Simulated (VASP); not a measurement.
Na3AlO3:

```xyz
7
Lattice="4.7775 0.0000 0.0000 0.0000 4.7775 0.0000 0.0000 0.0000 4.7775" Properties=species:S:1:pos:R:3 pbc="T T T"
Na    2.3887    0.0000    0.0000
Na    0.0000    2.3887    0.0000
Na    0.0000    0.0000    2.3887
Al    0.0000    0.0000    0.0000
O     2.3887    0.0000    2.3887
O     2.3887    2.3887    0.0000
O     0.0000    2.3887    2.3887
```

The cell was built by a generator and needn't be a form met in nature.

| Property | Result |
| --- | --- |
| Program | VASP 6.6.1 |
| Task | relaxation of cell and atoms |
| Functional | PBE |
| Potentials or basis | VASP PAW PBE potentials, release 64 (Na_pv, Al, O) |
| Cutoff | 520 eV |
| k mesh | 3 × 3 × 3 |
| Occupations | gaussian, width 0.15 eV |
| Spin | no spin polarisation |

At the start: pressure 7.2 GPa; volume 15.58 Å³/atom.

Task: Where does the relaxation end?

Result: Over 3 steps the energy falls by 55.5 meV/atom and the volume is 18.22 Å³/atom (+17.0 %); space group Pm-3m (No. 221, to 0.05 Å).

The path:
```tsv
step	energy change (eV)	largest force (eV/Å)	pressure (GPa)	volume (Å³)
1	0.0000	0.0000	7.20	109.04
2	-0.3267	0.0000	2.42	120.47
3	-0.3885	0.0000	-0.04	127.55
```

Final structure:
```
CELL_PARAMETERS angstrom
5.03383 0.00000 0.00000
0.00000 5.03383 0.00000
0.00000 0.00000 5.03383
ATOMIC_POSITIONS crystal
Na 0.50000 0.00000 0.00000
Na 0.00000 0.50000 0.00000
Na 0.00000 0.00000 0.50000
Al 0.00000 0.00000 0.00000
O 0.50000 0.00000 0.50000
O 0.50000 0.50000 0.00000
O 0.00000 0.50000 0.50000
```

Caveat: the k mesh is coarse (spacing up to 0.44 Å⁻¹), so the values aren't converged; the volume moved by over 15 % at a fixed basis, so the end points are rough.
